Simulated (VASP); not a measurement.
Output of a VASP run:

OSZICAR:
```
       N       E                     dE             d eps       ncg     rms          rms(c)
DAV:   1    -0.244569759693E+02   -0.24457E+02   -0.11284E+00  1068   0.881E+00    0.240E+00
DAV:   2    -0.244759906688E+02   -0.19015E-01   -0.11114E-01  1220   0.174E+00    0.155E+00
DAV:   3    -0.244719748736E+02    0.40158E-02   -0.11173E-02  1380   0.585E-01    0.935E-01
DAV:   4    -0.244712196724E+02    0.75520E-03   -0.27140E-03  1164   0.257E-01    0.543E-01
DAV:   5    -0.244710200668E+02    0.19961E-03   -0.80196E-04  1244   0.162E-01    0.298E-01
DAV:   6    -0.244709726497E+02    0.47417E-04   -0.27335E-04  1068   0.907E-02    0.156E-01
DAV:   7    -0.244709587332E+02    0.13916E-04   -0.33056E-05  1028   0.381E-02    0.841E-02
DAV:   8    -0.244709641270E+02   -0.53938E-05   -0.20009E-05   960   0.248E-02
   1 F= -.24470964E+02 E0= -.24470964E+02  d E =-.216019E-11
```

### OUTCAR
```
------------------------ aborting loop because EDIFF is reached ----------------------------------------
  volume of cell :      374.20
      direct lattice vectors                 reciprocal lattice vectors
     4.188866019  0.000000000  0.000000000     0.238728094  0.137829731  0.000000000
    -2.094433010  3.627664340  0.000000000     0.000000000  0.275659462  0.000000000
     0.000000000  0.000000000 24.625535176     0.000000000  0.000000000  0.040608255
 POSITION                                       TOTAL-FORCE (eV/Angst)
 -----------------------------------------------------------------------------------
     -0.00000      2.41844     10.36319        -0.000000      0.000000     -0.176837
      0.00000      0.00000     14.26234        -0.000000      0.000000      0.176837
      0.00000      0.00000      8.80254        -0.000000      0.000000      0.333212
      2.09444      1.20922     12.31277         0.000000      0.000000      0.000000
     -0.00000      2.41844     15.82299         0.000000     -0.000000     -0.333212
 -----------------------------------------------------------------------------------
    total drift:                               -0.000419      0.000258      0.000145
  FREE ENERGIE OF THE ION-ELECTRON SYSTEM (eV)
  ---------------------------------------------------
  free  energy   TOTEN  =       -24.4709641270 eV

  energy  without entropy=      -24.4709641270  energy(sigma->0) =      -24.47096413

  exchange ACFDT corr.  =         0.00000000  see jH, gK, PRB 81, 115126
```
(Selected blocks of OUTCAR.)

File POSCAR:
```
Bi2Se3 monolayer
1
    4.1888660194    -0.0000000000    -0.0000000000
   -2.0944330096     3.6276643398    -0.0000000000
    0.0000000000     0.0000000000    24.6255351759
Bi Se
2 3
Direct
  0.3333330000   0.6666670000   0.4208311761
  0.0000000000   0.0000000000   0.5791688239
  0.0000000000   0.0000000000   0.3574557967
  0.6666670000   0.3333330000   0.5000000000
  0.3333330000   0.6666670000   0.6425442033
```

Problem. Write an INCAR and KPOINTS that could have produced this output.

Solution. Several could match; the one computed here: the input of the run itself, HSE06 screened hybrid (exact exchange on a k-mesh reduced by 3x3x1), plane waves, VASP's PBE PAW potentials (set 64).

### KPOINTS
```
K-points
0
G
  12 12 1
```

### INCAR
```
SYSTEM = Bi2Se3 monolayer
PREC = Normal
ENCUT = 400
EDIFF = 1E-5
NELM = 50
ALGO = Normal
LREAL = .FALSE.
LASPH = .TRUE.
ISMEAR = 0
SIGMA = 0.05
GGA = PE
LMAXMIX = 4
LWAVE = .FALSE.
LCHARG = .FALSE.
NELMIN = 4
HFSCREEN = 0.2
AEXX = 0.25
LHFCALC = .TRUE.
PRECFOCK = Fast
ISYM = 3
ISIF = 0
LVHAR = .TRUE.
NKREDX = 3
NKREDY = 3
```

POTCAR, in this order: Bi_d Se (PBE.64 set). Program: vasp_std. Read from the step before: WAVECAR.

Exact exchange is summed on a reduced mesh (NKRED).

The cell is a sheet with vacuum, built from Bi2Se3 (tetradymite). The cell's shape comes from a PBE relaxation.
